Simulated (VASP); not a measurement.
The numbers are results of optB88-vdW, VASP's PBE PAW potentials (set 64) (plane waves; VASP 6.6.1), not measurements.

VASP input:

### POSCAR
```
InP
1
    0.0000000000     2.9757918404     2.9757918404
    2.9757918404     0.0000000000     2.9757918404
    2.9757918404     2.9757918404     0.0000000000
In P
1 1
Direct
  0.0000000000   0.0000000000   0.0000000000
  0.2500000000   0.2500000000   0.2500000000
```

**KPOINTS**
```
K-points
0
gamma
9 9 9
0 0 0
```

**INCAR**
```
ISIF = 2
LORBIT = 11   # lm-projected
AGGAC = 0.0
PARAM1 = 0.1833333333
LREAL = .False.   # projection in real space or not
LMAXMIX = 4   # l cut-off of mixed one-centre charges
GGA = BO
PARAM2 = 0.22
ENCUT = 520
NEDOS = 601
ISMEAR = -5   # tetrahedra, Bloechl
NELM = 100   # most electronic steps
LASPH = .True.   # aspherical one-centre terms
LCHARG = .True.
ALGO = Normal
EDIFF = 1E-7   # SCF stop (eV)
LWAVE = .False.
SYSTEM = InP
PREC = Accurate
LUSE_VDW = .True.
```

POTCAR, in this order: In_d P (PBE.64 set). Program: vasp_std.

Output of the run:

**OUTCAR**
```
 ion  position               nearest neighbor table
   1  0.000  0.000  0.000-   2 2.58   2 2.58   2 2.58   2 2.58
   2  0.250  0.250  0.250-   1 2.58   1 2.58   1 2.58   1 2.58
  LATTYP: Found a face centered cubic cell.
 ALAT       =     5.9515836808
 Subroutine PRICEL returns:
 Original cell was already a primitive cell.
 Subroutine GETGRP returns: Found 24 space group operations
The static configuration has the point symmetry T_d .
The dynamic configuration has the point symmetry T_d .
 Subroutine INISYM returns: Found 24 space group operations
 Subroutine IBZKPT returns following result:
 Found     35 irreducible k-points:

 Following reciprocal coordinates:
            Coordinates               Weight
  0.000000  0.000000  0.000000      1.000000
  0.111111  0.000000  0.000000      8.000000
  0.222222  0.000000  0.000000      8.000000
  0.333333  0.000000  0.000000      8.000000
  0.444444  0.000000  0.000000      8.000000
  0.111111  0.111111  0.000000      6.000000
  0.222222  0.111111  0.000000     24.000000
  0.333333  0.111111  0.000000     24.000000
  0.444444  0.111111  0.000000     24.000000
 -0.444444  0.111111  0.000000     24.000000
 -0.333333  0.111111  0.000000     24.000000
 -0.222222  0.111111  0.000000     24.000000
 -0.111111  0.111111  0.000000     12.000000
  0.222222  0.222222  0.000000      6.000000
  0.333333  0.222222  0.000000     24.000000
  0.444444  0.222222  0.000000     24.000000
 -0.444444  0.222222  0.000000     24.000000
 -0.333333  0.222222  0.000000     24.000000
 -0.222222  0.222222  0.000000     12.000000
  0.333333  0.333333  0.000000      6.000000
  0.444444  0.333333  0.000000     24.000000
 -0.444444  0.333333  0.000000     24.000000
 -0.333333  0.333333  0.000000     12.000000
  0.444444  0.444444  0.000000      6.000000
 -0.444444  0.444444  0.000000     12.000000
  0.333333  0.222222  0.111111     24.000000
  0.444444  0.222222  0.111111     48.000000
 -0.444444  0.222222  0.111111     48.000000
  0.444444  0.333333  0.111111     24.000000
 -0.444444  0.333333  0.111111     48.000000
 -0.333333  0.333333  0.111111     48.000000
 -0.222222  0.333333  0.111111     24.000000
 -0.444444  0.444444  0.111111     24.000000
 -0.333333  0.444444  0.111111     24.000000
 -0.333333  0.444444  0.222222     24.000000
   k-points           NKPTS =     35   k-points in BZ     NKDIM =     35   number of bands    NBANDS=     13
   number of dos      NEDOS =    601   number of ions     NIONS =      2
   total plane-waves  NPLWV =  32768
   dimension x,y,z NGX =    32 NGY =   32 NGZ =   32
   dimension x,y,z NGXF=    64 NGYF=   64 NGZF=   64
   ions per type =               1   1
   PREC   = accura    normal or accurate (medium, high low for compatibility)
   ISTART =      0    job   : 0-new  1-cont  2-samecut
   ICHARG =      2    charge: 1-file 2-atom 10-const
   ISPIN  =      1    spin polarized calculation?
   LNONCOLLINEAR =      F non collinear calculations
   LSORBIT =      F    spin-orbit coupling
   INIWAV =      1    electr: 0-lowe 1-rand  2-diag
   ENCUT  =  520.0 eV  38.22 Ry    6.18 a.u.   7.82  7.82  7.82*2*pi/ulx,y,z
   NELM   =    100;   NELMIN=  2; NELMDL= -5     # of ELM steps
   EDIFF  = 0.1E-06   stopping-criterion for ELM
   LREAL  =      F    real-space projection
   NLSPLINE    = F    spline interpolate recip. space projectors
   LMAXMIX     =    4 max onsite mixed and CHGCAR
   VOSKOWN=      0    Vosko Wilk Nusair interpolation
   EDIFFG = 0.1E-05   stopping-criterion for IOM
   NSW    =      0    number of steps for IOM
   NBLOCK =      1;   KBLOCK =      1    inner block; outer block
   IBRION =     -1    ionic relax: 0-MD 1-quasi-New 2-CG
...
```

OSZICAR:
```
       N       E                     dE             d eps       ncg     rms          rms(c)
DAV:   1     0.117073530975E+03    0.11707E+03   -0.86776E+03   910   0.152E+03
DAV:   2     0.426698426798E+01   -0.11281E+03   -0.11003E+03   965   0.322E+02
DAV:   3    -0.395060660487E+01   -0.82176E+01   -0.81650E+01  1185   0.919E+01
DAV:   4    -0.418025099051E+01   -0.22964E+00   -0.22951E+00  1072   0.172E+01
DAV:   5    -0.419272172200E+01   -0.12471E-01   -0.12470E-01  1365   0.353E+00    0.451E+00
DAV:   6    -0.378444565308E+01    0.40828E+00   -0.84283E-01  1331   0.149E+01    0.269E+00
DAV:   7    -0.376413545793E+01    0.20310E-01   -0.18753E-01  1205   0.327E+00    0.111E+00
DAV:   8    -0.376381729888E+01    0.31816E-03   -0.13464E-02  1178   0.169E+00    0.293E-01
DAV:   9    -0.376403267381E+01   -0.21537E-03   -0.20757E-03  1239   0.773E-01    0.163E-01
DAV:  10    -0.376404354241E+01   -0.10869E-04   -0.18790E-04  1132   0.115E-01    0.106E-01
DAV:  11    -0.376406467854E+01   -0.21136E-04   -0.53823E-05  1023   0.703E-02    0.284E-02
DAV:  12    -0.376406382942E+01    0.84913E-06   -0.10887E-05  1163   0.546E-02    0.119E-02
DAV:  13    -0.376406384335E+01   -0.13932E-07   -0.41034E-07  1058   0.543E-03
   1 F= -.37640638E+01 E0= -.37640638E+01  d E =0.000000E+00
```

File OUTCAR:
```
------------------------ aborting loop because EDIFF is reached ----------------------------------------
  FORCE on cell =-STRESS in cart. coord.  units (eV):
  Direction    XX          YY          ZZ          XY          YZ          ZX
  --------------------------------------------------------------------------------------
  Total        0.0005498      0.0005498      0.0005498     -0.0000000      0.0000000      0.0000000
  in kB        0.0167128      0.0167128      0.0167128     -0.0000000      0.0000000      0.0000000
  external PRESSURE =       0.0167128 kB  Pullay stress =       0.0000000 kB
  volume of cell :       52.70
      direct lattice vectors                 reciprocal lattice vectors
     0.000000000  2.975791840  2.975791840    -0.168022505  0.168022505  0.168022505
     2.975791840  0.000000000  2.975791840     0.168022505 -0.168022505  0.168022505
     2.975791840  2.975791840  0.000000000     0.168022505  0.168022505 -0.168022505
  FREE ENERGIE OF THE ION-ELECTRON SYSTEM (eV)
  ---------------------------------------------------
  free  energy   TOTEN  =        -3.7640638433 eV

  energy  without entropy=       -3.7640638433  energy(sigma->0) =       -3.76406384

 total charge

# of ion       s       p       d       tot
------------------------------------------
    1        0.829   0.724   9.896  11.448
    2        1.037   1.470   0.000   2.507
--------------------------------------------------
tot          1.866   2.194   9.896  13.955
```
(Selected blocks of OUTCAR.)

The compound is InP in the zinc blende structure. It was relaxed first.
